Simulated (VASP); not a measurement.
These are r2SCAN meta-GGA, VASP's PBE PAW potentials (set 64) (plane waves; VASP 6.6.1) values and carry that method's errors.

A VASP calculation is set up with these files.

**INCAR**
```
! general
SYSTEM  = MgZn3S4
PREC    = Accurate
ENCUT   = 400
LREAL   = .FALSE.
LASPH   = .TRUE.

! electronic loop
EDIFF   = 1E-7
NELM    = 100
ALGO    = Normal
LMAXMIX = 4
LMIXTAU = .TRUE.

! smearing
ISMEAR  = -5

! functional
METAGGA = R2SCAN

! ions
ISIF    = 2

! output
LWAVE   = .FALSE.
LCHARG  = .FALSE.
LORBIT  = 11
NEDOS   = 601

! other
LEFG    = .TRUE.
```

**KPOINTS**
```
K-points
0
G
4 7 4
0 0 0
```

POSCAR:
```
MgZn3S4
1
    6.3007126659     0.0000000000    -0.0000928954
    0.0000000000     3.8504185240     0.0000000000
   -0.0053585028     0.0000000000     6.6810735677
Mg Zn S
1 3 4
Direct
  0.5006983794   0.0000000000   0.6665163578
  0.4988425150   0.5000000000   0.1668390912
  0.9992717128   0.5000000000   0.8365357897
  0.9986836928   0.0000000000   0.3297751383
  0.1135765497   0.0000000000   0.6654223397
  0.1271787198   0.5000000000   0.1673712662
  0.6301944684   0.5000000000   0.8430298342
  0.6276539622   0.0000000000   0.3244101829
```

KPOINTS_OPT:
```
k-points along high-symmetry lines
6
Line-mode
Reciprocal
  0.000000   0.000000   0.000000 ! GAMMA
  0.000000   0.500000   0.000000 ! Z

  0.000000   0.500000   0.000000 ! Z
  0.000000   0.500000   0.500000 ! D

  0.000000   0.500000   0.500000 ! D
  0.000000   0.000000   0.500000 ! B

  0.000000   0.000000   0.500000 ! B
  0.000000   0.000000   0.000000 ! GAMMA

  0.000000   0.000000   0.000000 ! GAMMA
 -0.500000   0.000000   0.500000 ! A

 -0.500000   0.000000   0.500000 ! A
 -0.500000   0.500000   0.500000 ! E

 -0.500000   0.500000   0.500000 ! E
  0.000000   0.500000   0.000000 ! Z

  0.000000   0.500000   0.000000 ! Z
 -0.500000   0.500000   0.000000 ! C_2

 -0.500000   0.500000   0.000000 ! C_2
 -0.500000   0.000000   0.000000 ! Y_2

 -0.500000   0.000000   0.000000 ! Y_2
  0.000000   0.000000   0.000000 ! GAMMA
```

POTCAR, in this order: Mg Zn S (PBE.64 set). Program: vasp_std.

### Question
What does the run give for the energy per atom (σ→0), band gap (over mesh and band path)?

### Answer

| Quantity | Value |
|---|---|
| energy per atom (σ→0) | -8.993 eV/atom |
| band gap (over mesh and band path) | 2.97 eV |

**OSZICAR**
```
...
DAV:  17    -0.719446319701E+02   -0.47663E-04   -0.21280E-05  3320   0.391E-02    0.113E-02
DAV:  18    -0.719446352476E+02   -0.32775E-05   -0.20897E-06  3454   0.162E-02    0.381E-03
DAV:  19    -0.719446690657E+02   -0.33818E-04   -0.15295E-05  3145   0.286E-02    0.143E-03
DAV:  20    -0.719446696890E+02   -0.62335E-06   -0.12525E-06  3550   0.987E-03    0.177E-03
DAV:  21    -0.719446695951E+02    0.93893E-07   -0.41175E-08  2019   0.250E-03
   1 F= -.71944670E+02 E0= -.71944670E+02  d E =0.000000E+00
       N       E                     dE             ncg
       N       E                     dE             ncg
```

The structure comes from a computed database's MgZn3S4 entry (Pm); how it stands against other phases isn't given here. It was relaxed first.
